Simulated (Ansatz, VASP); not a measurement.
**Two plane-wave programs on TeRh3**

Contents of INCAR:

```
SYSTEM = TeRh3
PREC     = Accurate       ! precision mode
ENCUT    = 600            ! plane-wave cutoff, eV
EDIFF    = 1E-6           ! SCF threshold, eV
ISMEAR   = 0              ! smearing method
SIGMA    = 0.1            ! smearing width, eV
LREAL    = .FALSE.        ! projectors in reciprocal space
LASPH    = .TRUE.         ! aspherical terms in the spheres
NELM     = 60             ! most SCF steps
ALGO     = Fast           ! electronic algorithm
ISIF     = 3              ! what is computed and relaxed
LWAVE    = .FALSE.        ! write WAVECAR
LCHARG   = .FALSE.        ! write CHGCAR
GGA      = PE             ! functional
IBRION   = 2              ! ionic algorithm
NSW      = 90             ! ionic steps
EDIFFG   = -0.04          ! ionic threshold
```

KPOINTS

```
regular mesh
0
G
  4 4 4
  0 0 0
```

POSCAR

```
TeRh3
1.0
    4.1168790439      0.0000000000      0.0000000000
    0.0000000000      4.1168790439      0.0000000000
    0.0000000000      0.0000000000      4.1168790439
Te Rh
1 3
Direct
    0.0000000000      0.0000000000      0.0000000000
    0.0000000000      0.5000000000      0.5000000000
    0.5000000000      0.0000000000      0.5000000000
    0.5000000000      0.5000000000      0.0000000000
```

Input for Ansatz:

```yaml
crystal:
  lattice:
    - [4.1168790439, 0.0, 0.0]
    - [0.0, 4.1168790439, 0.0]
    - [0.0, 0.0, 4.1168790439]
  atoms:
    - { symbol: Te, position: [0.0, 0.0, 0.0] }
    - { symbol: Rh, position: [0.0, 0.5, 0.5] }
    - { symbol: Rh, position: [0.5, 0.0, 0.5] }
    - { symbol: Rh, position: [0.5, 0.5, 0.0] }
basis:
  ecutwfc: 420
kpoints:
  mp_grid: { grid: [4, 4, 4] }
hamiltonian:
  xc: pbe
scf:
  occupations: { method: gaussian, width: 0.1 }
  lower_state_search: "off"
output:
  forces: true
  stress: true
  eigenvalues: true
relax:
  adjacent_minimum: "off"
  f_tol: 0.04
  max_steps: 70
  cell: { stress_tol: 0.4 }
```

Alike in both runs: task relaxation of cell and atoms; functional PBE; k mesh 4 × 4 × 4; occupations gaussian, width 0.1 eV; no spin polarisation.

|  | VASP | Ansatz |
| --- | --- | --- |
| version | VASP 6.6.1 | Ansatz 0.2.0 |
| potentials or method | VASP PAW PBE potentials, release 64 (Te, Rh_pv) | scalar-relativistic, plane waves, PAW |
| plane-wave cutoff (eV) | 600 | 420 |
| valence electrons in the cell | 51 | 67 |

|  | VASP | Ansatz | Ansatz less VASP |
| --- | --- | --- | --- |
| gap on the k mesh at the Fermi level, each at its own relaxed structure (eV) | none | none | - |
| relaxed volume (Å³/atom) | 15.64 | 15.65 | +0.012 |
| relaxed cell length with the largest relative difference (Å) | 3.970 | 3.971 | +0.0010 |
| energy change over the relaxation (meV/atom) | -104 | -101 | +2.4 |

A gap of «none» marks a metal or a gap that the smearing closes. The two sets of potentials don't hold the same shells in valence.

Caveats: the k mesh is coarse (spacing up to 0.38 Å⁻¹), so the values aren't converged. Spin-orbit coupling is left out, which matters for the levels of Te.
